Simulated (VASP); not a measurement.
Calculation: PBEsol GGA, VASP's PBE PAW potentials (set 64) (plane waves; VASP 6.6.1).

A VASP calculation is set up with these files.

File POSCAR:
```
NiSb
1
    1.9574784943    -3.3904523681    -0.0000000000
    1.9574784943     3.3904523681    -0.0000000000
    0.0000000000    -0.0000000000     5.0754711915
Ni Sb
2 2
Direct
  0.0000000000   0.0000000000   0.5000000000
  0.0000000000   0.0000000000   0.0000000000
  0.3333330000   0.6666670000   0.2500000000
  0.6666670000   0.3333330000   0.7500000000
```

### KPOINTS
```
Automatic mesh
0
Gamma
9 9 6
0 0 0
```

INCAR:
```
! general
SYSTEM  = NiSb
PREC    = Accurate
ENCUT   = 500   ! plane-wave cut-off (eV)
LREAL   = F   ! projection in real space or not
LASPH   = T   ! aspherical one-centre terms

! electronic loop
EDIFF   = 1E-6
NELM    = 100   ! most electronic steps
ALGO    = Normal   ! blocked Davidson
LMAXMIX = 4   ! l cut-off of mixed one-centre charges

! smearing
ISMEAR  = 1   ! Methfessel-Paxton
SIGMA   = 0.1   ! width (eV)

! functional
GGA     = PS

! ions
IBRION  = 2
NSW     = 40
ISIF    = 3
EDIFFG  = -0.02

! output
LWAVE   = F
LCHARG  = F
```

POTCAR, in this order: Ni Sb (PBE.64 set). Program: vasp_std.

The run wrote:

### OSZICAR
```
       N       E                     dE             d eps       ncg     rms          rms(c)
DAV:   1     0.168038831245E+03    0.16804E+03   -0.12260E+04  1824   0.158E+03
DAV:   2    -0.148742135710E+02   -0.18291E+03   -0.17780E+03  1830   0.319E+02
DAV:   3    -0.241757019127E+02   -0.93015E+01   -0.89430E+01  2104   0.883E+01
DAV:   4    -0.244463168183E+02   -0.27061E+00   -0.26840E+00  2035   0.143E+01
DAV:   5    -0.244552473934E+02   -0.89306E-02   -0.89235E-02  2287   0.272E+00    0.145E+01
DAV:   6    -0.274673150403E+02   -0.30121E+01   -0.43515E+01  1978   0.120E+02    0.186E+01
DAV:   7    -0.226996168895E+02    0.47677E+01   -0.15596E+01  1980   0.831E+01    0.416E+00
DAV:   8    -0.227498210485E+02   -0.50204E-01   -0.18486E+00  2516   0.125E+01    0.272E+00
DAV:   9    -0.226848047140E+02    0.65016E-01   -0.28127E-01  2036   0.902E+00    0.605E-01
DAV:  10    -0.226853770606E+02   -0.57235E-03   -0.84188E-03  2011   0.965E-01    0.473E-01
DAV:  11    -0.226847646681E+02    0.61239E-03   -0.57813E-04  2143   0.239E-01    0.131E-01
DAV:  12    -0.226846016924E+02    0.16298E-03   -0.41219E-04  2559   0.353E-01    0.269E-02
DAV:  13    -0.226846041195E+02   -0.24271E-05   -0.49652E-05  1923   0.519E-02    0.268E-02
DAV:  14    -0.226846033661E+02    0.75337E-06   -0.14515E-06  1194   0.121E-02
   1 F= -.22684603E+02 E0= -.22684404E+02  d E =-.226846E+02
```

### OUTCAR
```
------------------------ aborting loop because EDIFF is reached ----------------------------------------
  FORCE on cell =-STRESS in cart. coord.  units (eV):
  Direction    XX          YY          ZZ          XY          YZ          ZX
  --------------------------------------------------------------------------------------
  Total       -0.0325377     -0.0325377     -0.0450871      0.0000000      0.0000000      0.0000000
  in kB       -0.7738127     -0.7738128     -1.0722653      0.0000000      0.0000000      0.0000000
  external PRESSURE =      -0.8732969 kB  Pullay stress =       0.0000000 kB
  volume of cell :       67.37
      direct lattice vectors                 reciprocal lattice vectors
     1.957478494 -3.390452368  0.000000000     0.255430648 -0.147472946  0.000000000
     1.957478494  3.390452368  0.000000000     0.255430648  0.147472946  0.000000000
     0.000000000  0.000000000  5.075471192     0.000000000  0.000000000  0.197026042
 POSITION                                       TOTAL-FORCE (eV/Angst)
 -----------------------------------------------------------------------------------
      0.00000      0.00000      2.53774         0.000000     -0.000000     -0.000000
      0.00000      0.00000      0.00000         0.000000      0.000000     -0.000000
      1.95748      1.13015      1.26887         0.000000     -0.000000      0.000000
      1.95748     -1.13015      3.80660        -0.000000      0.000000      0.000000
 -----------------------------------------------------------------------------------
    total drift:                               -0.000000      0.000000      0.000000
  FREE ENERGIE OF THE ION-ELECTRON SYSTEM (eV)
  ---------------------------------------------------
  free  energy   TOTEN  =       -22.6846033661 eV

  energy  without entropy=      -22.6840065643  energy(sigma->0) =      -22.68440443

 reached required accuracy - stopping structural energy minimisation
```
(Selected blocks of OUTCAR.)

The compound is NiSb in the NiAs type structure. It was relaxed first. The run is not spin-polarised, so no magnetic state was tried.
